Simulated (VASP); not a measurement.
A convergence study with VASP on InP (zinc blende): one setting is varied, all else stays as given below, so the limit is that of these other settings. Each run relaxes cell and ions from the cell shown. The basis is that of the starting cell, so low cut-offs carry a Pulay error.

```
InP
1.0
    0.00000     2.93500     2.93500
    2.93500     0.00000     2.93500
    2.93500     2.93500     0.00000
In P
1 1
Direct
  0.00000   0.00000   0.00000
  0.25000   0.25000   0.25000
```

Calculation: LDA (Ceperley-Alder, Perdew-Zunger), VASP's LDA PAW potentials (set 64) (plane waves; VASP). The tightest run used: 700 eV cut-off, 7×7×7 Γ-centred mesh, Gaussian smearing of 0.050 eV, potentials In_d P.

Unless said otherwise, spin-orbit coupling is left out, though it shifts the bands of the heavy elements here. Gaps are read on the run's mesh, which can miss a band edge.

Problem. The settings run are ENCUT = 200; ENCUT = 250; ENCUT = 300; ENCUT = 350; ENCUT = 400; ENCUT = 450; ENCUT = 500; ENCUT = 600; ENCUT = 650; ENCUT = 700. From which on does the relaxed volume stay within 0.02 Å³/atom of the tightest run?

Solution. From ENCUT = 400 on: it is off by 0.010 there and by no more than 0.02 in any finer run, while ENCUT = 350 is off by 0.083.
```tsv
setting	relaxed volume (Å³/atom)	E (eV/atom)	gap on the mesh (eV)	plane waves	difference judged (Å³/atom)
ENCUT = 200	23.023	-4.8582	0.979	331	1.728
ENCUT = 250	24.653	-4.8322	0.615	465	0.099
ENCUT = 300	24.622	-4.8343	0.625	609	0.129
ENCUT = 350	24.668	-4.8345	0.617	761	0.083
ENCUT = 400	24.741	-4.8345	0.602	941	0.010
ENCUT = 450	24.749	-4.8345	0.600	1117	0.002
ENCUT = 500	24.738	-4.8345	0.602	1308	0.013
ENCUT = 600	24.750	-4.8345	0.600	1716	0.002
ENCUT = 650	24.753	-4.8345	0.599	1922	0.002
ENCUT = 700	24.751	-4.8345	0.600	2141	0.000
```

Left out are rungs that failed or repeat a setting and relaxations that didn't move; long series are thinned to 24 rows.

The compound is InP in the zinc blende structure.
